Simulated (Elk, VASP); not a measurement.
The input files of a VASP run:

### KPOINTS
```
Automatic
0
gamma
  6 6 6
0 0 0
```

File POSCAR:
```
Ni3Fe
1.0
  3.5876300000   0.0000000000   0.0000000000
  0.0000000000   3.5876300000   0.0000000000
  0.0000000000   0.0000000000   3.5876300000
Fe Ni
1 3
direct
  0.0000000000   0.0000000000   0.0000000000
  0.0000000000   0.5000000000   0.5000000000
  0.5000000000   0.0000000000   0.5000000000
  0.5000000000   0.5000000000   0.0000000000
```

### INCAR
```
ALGO = Normal
EDIFF = 1E-6
ENCUT = 300
GGA = PE
ISIF = 2
ISMEAR = -1
ISPIN = 2
LASPH = .True.
LCHARG = .False.
LMAXMIX = 4
LORBIT = 11
LREAL = .False.
LWAVE = .False.
MAGMOM = 3.0 3*0.5
NELM = 100
PREC = Accurate
SIGMA = 0.05
SYSTEM = Ni3Fe
```

POTCAR, in this order: Fe Ni (PBE.64 set). Program: vasp_std.

Problem. Translate it to Elk.

Solution. One input that does it (PBE, all-electron FP-LAPW, Elk's shipped species files, LAPW+lo basis):
```
tasks
  0

xctype
  20

spinpol
  .true.

reducebf
  0.8

rgkmax
  8.0

gmaxvr
  14.0

nxoapwlo
  1

rmtscf
  0.94

nempty
  8

stype
  3

swidth
  0.00183747

scale
  1.889726125

avec
    3.5876300000    0.0000000000    0.0000000000
    0.0000000000    3.5876300000    0.0000000000
    0.0000000000    0.0000000000    3.5876300000

atoms
  2   : nspecies
  'Fe.in'   : spfname
  1   : natoms; atposl, bfcmt below
  0.0000000000  0.0000000000  0.0000000000    0.0 0.0 -1.5
  'Ni.in'   : spfname
  3   : natoms; atposl, bfcmt below
  0.0000000000  0.5000000000  0.5000000000    0.0 0.0 -0.25
  0.5000000000  0.0000000000  0.5000000000    0.0 0.0 -0.25
  0.5000000000  0.5000000000  0.0000000000    0.0 0.0 -0.25

ngridk
  6 6 6
```
Both are inputs of real runs that ended normally. What can't carry over is the choice of potentials or basis and its cut-off, and each code's defaults.

VASP also gives the stress here, which the Elk input doesn't ask for.

The structure is a typed Ni3Fe crystal (Pm-3m). The cell was not relaxed at this level, and it may have been scaled.
